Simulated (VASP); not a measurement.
BN:

```xyz
2
Lattice="0.0000 1.8123 1.8123 1.8123 0.0000 1.8123 1.8123 1.8123 0.0000" Properties=species:S:1:pos:R:3 pbc="T T T"
B     0.0000    0.0000    0.0000
N     0.9061    0.9061    0.9061
```

The cell is a database's computed one.

Program: VASP 6.6.1. Alike in all runs: potentials or basis VASP PAW PBE potentials, release 64 (B, N); no spin polarisation; cell as given; cutoff (eV) 450; smearing gaussian 0.02 eV. Hardware: 2 MPI ranks on Intel(R) Xeon(R) Platinum 8259CL CPU @ 2.50GHz (Skylake/Cascade Lake), with other jobs on the host.

**Question.** Order these runs on this cell by their wall time, lowest first.
A. task band structure; level r2SCAN; k mesh 16 × 16 × 16
B. task dielectric tensor; level PBE; k mesh 16 × 16 × 16
C. task band structure; level HSE06; k mesh 12 × 12 × 12; grid for exact exchange (PRECFOCK) Fast; screening parameter 0.2 1/A
D. task band structure; level PBE; k mesh 16 × 16 × 16

**Answer.** D (11 s), A (41 s), B (170 s), C (3200 s).
